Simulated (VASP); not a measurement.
A VASP calculation is set up with these files.

**KPOINTS**
```
Automatic mesh
0
G
11 11 11
```

### INCAR
```
SYSTEM = TiCo
PREC = Accurate; ENCUT = 520; LREAL = .False.
LASPH = .True.
EDIFF = 1E-6; NELM = 100; ALGO = Normal
LMAXMIX = 4; LMIXTAU = .True.
ISMEAR = 1; SIGMA = 0.1
METAGGA = R2SCAN
IBRION = 2; NSW = 60; ISIF = 3
EDIFFG = -0.01
LWAVE = .False.; LCHARG = .False.
```

POSCAR:
```
TiCo
1
    2.9900000000     0.0000000000     0.0000000000
    0.0000000000     2.9900000000     0.0000000000
    0.0000000000     0.0000000000     2.9900000000
Ti Co
1 1
Direct
  0.0000000000   0.0000000000   0.0000000000
  0.5000000000   0.5000000000   0.5000000000
```

POTCAR, in this order: Ti_sv Co (PBE.64 set). Program: vasp_std.

Translate this r2SCAN calculation to Ansatz.

One equivalent input (not run):
Ansatz 0.2 input:
```yaml
crystal:
  lattice:
    - [2.9900000, 0.0000000, 0.0000000]
    - [0.0000000, 2.9900000, 0.0000000]
    - [0.0000000, 0.0000000, 2.9900000]
  atoms:
    - { symbol: Ti, position: [0.0000000, 0.0000000, 0.0000000] }
    - { symbol: Co, position: [0.5000000, 0.5000000, 0.5000000] }
kpoints:
  mp_grid: { grid: [11, 11, 11] }
hamiltonian:
  xc: r2scan
  pseudopotentials: { kind: paw }
scf:
  occupations: { method: methfessel_paxton, width: 0.1 }
  max_iter: 100
relax:
  max_steps: 60
  f_tol: 0.01
  cell: {}
output: { forces: true, stress: true, eigenvalues: true }
```
Limits of the translation: each code has its own PAW files, so the cut-off isn't converted (ENCUT is set for VASP's; basis.ecutwfc is left out, and Ansatz then takes the one that its files recommend); Ansatz stops its SCF on the density residual and VASP on the energy change (EDIFF).

The compound is TiCo in the CsCl type structure. This run relaxes it. Symmetry was kept, so distortions that lower it aren't found.
